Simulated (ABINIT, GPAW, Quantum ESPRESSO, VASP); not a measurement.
## Code comparison for BeTe (F-43m, 2 atoms in the cell)

Self-consistent single point.

```
BeTe
1.0
    0.00000     2.81500     2.81500
    2.81500     0.00000     2.81500
    2.81500     2.81500     0.00000
Be Te
1 1
Direct
  0.00000   0.00000   0.00000
  0.25000   0.25000   0.25000
```

Shared settings, as Quantum ESPRESSO writes them: occupations = smearing; smearing = fermi-dirac; degauss = 0.000734986 Ry; K_POINTS = automatic 5 5 5 0 0 0. Potentials and cutoffs stand in the table.

| code | model | pressure (GPa) | gap on the mesh (eV) | cutoff |
|---|---|---|---|---|
| VASP | LDA (PZ), VASP's LDA PAW potentials (set 64) | – | 1.987 | 300 eV |
| GPAW | LDA (Perdew-Wang 92), GPAW PAW datasets LDA (gpaw-data 1.0.1) | -2.23 | 2.008 | 800 eV |
| ABINIT | LDA (PW92), norm-conserving pseudopotentials (PseudoDojo nc-sr-04 LDA standard) | -2.29 | 2.013 | 44 Ha |
| Quantum ESPRESSO | LDA (PZ), GBRV 1.5 ultrasoft (LDA) pseudopotentials | -2.17 | 1.959 | 40 Ry |

A dash marks a value that a program does not give, or that is left out as unsure.

Gaps are read on the mesh.

On VASP's run: spin-orbit coupling is off.

The spread over the programs that give each value: pressure within 0.12 GPa; gap on the mesh within 0.054 eV.

The same LDA comes in different parametrisations, which differ slightly.

VASP's run is marked for a possible Pulay error in its stress at this cutoff; no cutoff test was made.

The starting cell has typed, rounded lattice constants, without a prior relaxation at this level.

Left out of this page: Ansatz, CP2K, Elk, FLEUR and SIESTA (not drawn, or without a comparable value).
